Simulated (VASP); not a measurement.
Input:

```
KF
1.0
    0.00000     2.71038     2.71038
    2.71038     0.00000     2.71038
    2.71038     2.71038     0.00000
K F
1 1
Direct
  0.00000   0.00000   0.00000
  0.50000   0.50000   0.50000
```

The numbers are results of PBE GGA, VASP's PBE PAW potentials (set 64) (plane waves; VASP), not measurements. Run with PREC = Normal, EDIFF = 1E-5, 450 eV cut-off, 9×9×9 Γ-centred mesh, Gaussian smearing of 0.050 eV, potentials K_sv F.

At this cut-off the stress carries a Pulay error, which pulls relaxed volumes low.

Q: What does the run give for the energy per atom (σ→0), pressure, band gap (on the k-mesh) with the smallest direct gap where there is one?

A: 
The band gap (on the k-mesh) comes out as 5.95 eV. The smallest direct gap (on the k-mesh) is 5.95 eV and the energy per atom (σ→0) comes out as -4.152 eV/atom. The pressure is -1.08 GPa.

The compound is KF in the rock salt structure. It was relaxed first.
